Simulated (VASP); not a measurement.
All values below come from vdW-DF2, VASP's PBE PAW potentials (set 64) (plane waves; VASP).

Input for VASP

### KPOINTS
```
Automatic mesh
0
Gamma
18 18 18
0 0 0
```

**INCAR**
```
ALGO  =  Normal   ! blocked Davidson
PREC  =  Accurate
GGA  =  ML
NELM  =  100   ! most electronic steps
LORBIT  =  11
LUSE_VDW  =  .TRUE.
EDIFF  =  1E-7
AGGAC  =  0.0
LWAVE  =  .FALSE.
NEDOS  =  601   ! DOS grid
ZAB_VDW  =  -1.8867
ISIF  =  2
ISMEAR  =  -5   ! tetrahedra, Bloechl
LASPH  =  .TRUE.   ! aspherical one-centre terms
LCHARG  =  .TRUE.
SYSTEM  =  Mo
LMAXMIX  =  4
ENCUT  =  520   ! plane-wave cut-off (eV)
LREAL  =  .FALSE.
```

### POSCAR
```
Mo
2.7977720
 -0.5773502576   0.5773502576   0.5773502576
  0.5773502576  -0.5773502576   0.5773502576
  0.5773502576   0.5773502576  -0.5773502576
Mo
1
Cartesian
  0.0000000000   0.0000000000   0.0000000000
```

POTCAR, in this order: Mo_sv (PBE.64 set). Program: vasp_std.

What VASP printed:

File OSZICAR:
```
       N       E                     dE             d eps       ncg     rms          rms(c)
DAV:   1     0.955179818151E+02    0.95518E+02   -0.83149E+03  4314   0.130E+03
DAV:   2    -0.569997420146E+01   -0.10122E+03   -0.98259E+02  4716   0.341E+02
DAV:   3    -0.718967949719E+01   -0.14897E+01   -0.14747E+01  4923   0.404E+01
DAV:   4    -0.719445411089E+01   -0.47746E-02   -0.47760E-02  4745   0.260E+00
DAV:   5    -0.719447928673E+01   -0.25176E-04   -0.25188E-04  4944   0.193E-01    0.107E+01
DAV:   6    -0.674698099047E+01    0.44750E+00   -0.89523E-01  4581   0.114E+01    0.278E+00
DAV:   7    -0.670532812676E+01    0.41653E-01   -0.16111E-01  4946   0.460E+00    0.932E-01
DAV:   8    -0.670754619093E+01   -0.22181E-02   -0.78312E-03  4410   0.120E+00    0.175E-01
DAV:   9    -0.670790803771E+01   -0.36185E-03   -0.24251E-04  4990   0.199E-01    0.770E-02
DAV:  10    -0.670792794136E+01   -0.19904E-04   -0.82799E-05  4521   0.115E-01    0.602E-03
DAV:  11    -0.670792820598E+01   -0.26462E-06   -0.23966E-07  5181   0.630E-03    0.287E-03
DAV:  12    -0.670792687959E+01    0.13264E-05   -0.11340E-07  3422   0.448E-03    0.683E-04
DAV:  13    -0.670792676428E+01    0.11532E-06   -0.35471E-09  2475   0.820E-04    0.260E-04
DAV:  14    -0.670792685454E+01   -0.90259E-07   -0.50004E-10  2382   0.307E-04
   1 F= -.67079269E+01 E0= -.67079269E+01  d E =0.000000E+00
```

OUTCAR:
```
------------------------ aborting loop because EDIFF is reached ----------------------------------------
  FORCE on cell =-STRESS in cart. coord.  units (eV):
  Direction    XX          YY          ZZ          XY          YZ          ZX
  --------------------------------------------------------------------------------------
  Total       -0.0324787     -0.0324787     -0.0324787      0.0000000      0.0000000      0.0000000
  in kB       -3.0867018     -3.0867018     -3.0867018      0.0000000      0.0000000      0.0000000
  external PRESSURE =      -3.0867018 kB  Pullay stress =       0.0000000 kB
  volume of cell :       16.86
      direct lattice vectors                 reciprocal lattice vectors
    -1.615294385  1.615294385  1.615294385     0.000000000  0.309541100  0.309541100
     1.615294385 -1.615294385  1.615294385     0.309541100  0.000000000  0.309541100
     1.615294385  1.615294385 -1.615294385     0.309541100  0.309541100  0.000000000
 POSITION                                       TOTAL-FORCE (eV/Angst)
 -----------------------------------------------------------------------------------
      0.00000      0.00000      0.00000        -0.000000      0.000000      0.000000
 -----------------------------------------------------------------------------------
    total drift:                                0.000000      0.000000      0.000000
  FREE ENERGIE OF THE ION-ELECTRON SYSTEM (eV)
  ---------------------------------------------------
  free  energy   TOTEN  =        -6.7079268545 eV

  energy  without entropy=       -6.7079268545  energy(sigma->0) =       -6.70792685

 total charge

# of ion       s       p       d       tot
------------------------------------------
    1        2.360   6.177   3.842  12.378
```
(Selected blocks of OUTCAR.)

For a metal the tetrahedron method with Blöchl corrections gives inexact stress and forces.

The compound is Mo in the bcc structure. It was relaxed first, which changed the volume by +8 %.
